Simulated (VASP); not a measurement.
A VASP calculation is set up with these files.

### POSCAR
```
GaN
1
    1.5833342822    -2.7424153840     0.0000000000
    1.5833342822     2.7424153840     0.0000000000
    0.0000000000     0.0000000000     5.1577991468
Ga N
2 2
Direct
  0.6666670000   0.3333330000   0.5001207980
  0.3333330000   0.6666670000   0.0001207980
  0.6666670000   0.3333330000   0.8768792020
  0.3333330000   0.6666670000   0.3768792020
```

INCAR:
```
# general
SYSTEM  =GaN
PREC    =Accurate
ENCUT   =520
LREAL   =F
LASPH   =T

# electronic loop
EDIFF   =1E-7
NELM    =100
ALGO    =Normal
LMAXMIX =4

# smearing
ISMEAR  =0
SIGMA   =0.05

# functional
GGA     =MK
LUSE_VDW=T
AGGAC   =0.0
PARAM1  =0.1234
PARAM2  =1.0

# ions
IBRION  =2
NSW     =30
ISIF    =4
EDIFFG  =-0.01

# output
LWAVE   =F
LCHARG  =F
```

KPOINTS:
```
Automatic mesh
0
Gamma
8 8 4
0 0 0
```

POTCAR, in this order: Ga_d N (PBE.64 set). Program: vasp_std.

### Question
Translate this optB86b-vdW calculation to Quantum ESPRESSO's pw.x.

### Answer
One equivalent input (not run):
```
&CONTROL
  calculation = 'vc-relax'
  pseudo_dir = './pseudo'
  outdir = './out'
  tprnfor = .true.
  tstress = .true.
  nstep = 30
  forc_conv_thr = 0.00039
/
&SYSTEM
  ibrav = 0
  nat = 4
  ntyp = 2
  ecutwfc = 84
  occupations = 'smearing'
  smearing = 'gaussian'
  degauss = 0.003675
  input_dft = 'vdw-df-ob86'
/
&ELECTRONS
  conv_thr = 7.3e-09
  electron_maxstep = 100
/
&IONS
/
&CELL
  cell_dofree = 'shape'
/
ATOMIC_SPECIES
  Ga 69.723 Ga.upf
  N 14.007 N.upf
CELL_PARAMETERS angstrom
     1.5833343   -2.7424154    0.0000000
     1.5833343    2.7424154    0.0000000
     0.0000000    0.0000000    5.1577991
ATOMIC_POSITIONS crystal
  Ga   0.6666670  0.3333330  0.5001208
  Ga   0.3333330  0.6666670  0.0001208
  N    0.6666670  0.3333330  0.8768792
  N    0.3333330  0.6666670  0.3768792
K_POINTS automatic
  8 8 4 0 0 0
```
Limits of the translation: the potentials are each code's own (VASP's PAW set, PseudoDojo norm-conserving files in pw.x), so ENCUT and ecutwfc are chosen apart and not converted; conv_thr bounds pw.x's estimated SCF error, while EDIFF bounds the energy change between steps; forc_conv_thr acts on force components and is met together with etot_conv_thr.

The compound is GaN in the wurtzite structure. This cell is one point of a volume scan, at 0.97 of the reference volume. Symmetry was kept, so distortions that lower it aren't found.
